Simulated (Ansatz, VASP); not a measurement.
# Two plane-wave programs on ZnB2

```
CELL_PARAMETERS angstrom
0.00000 2.40586 2.40586
2.40586 0.00000 2.40586
2.40586 2.40586 0.00000
ATOMIC_POSITIONS crystal
Zn 0.00000 0.00000 0.00000
B 0.25000 0.25000 0.25000
B 0.50000 0.50000 0.50000
```

Change from the starting cell: species swapped into the Cu2Se type (F-43m, No. 216).

Alike in both runs: task relaxation of cell and atoms; functional PBE; k mesh 16 × 16 × 16; occupations gaussian, width 0.1 eV; no spin polarisation.

```csv
,VASP,Ansatz
version,VASP 6.6.1,Ansatz 0.2.0
potentials or method,"VASP PAW PBE potentials, release 64 (Zn, B)","scalar-relativistic, plane waves, PAW"
plane-wave cutoff (eV),600,420
valence electrons in the cell,18,18
```

|  | VASP | Ansatz | Ansatz less VASP |
| --- | --- | --- | --- |
| gap on the k mesh at the Fermi level, each at its own relaxed structure (eV) | none | none | - |
| relaxed volume (Å³/atom) | 9.17 | 9.14 | -0.028 |
| relaxed cell length with the largest relative difference (Å) | 3.388 | 3.385 | -0.0034 |
| energy change over the relaxation (meV/atom) | -1 | -1 | -0.4 |

A gap of «none» marks a metal or a gap that the smearing closes.
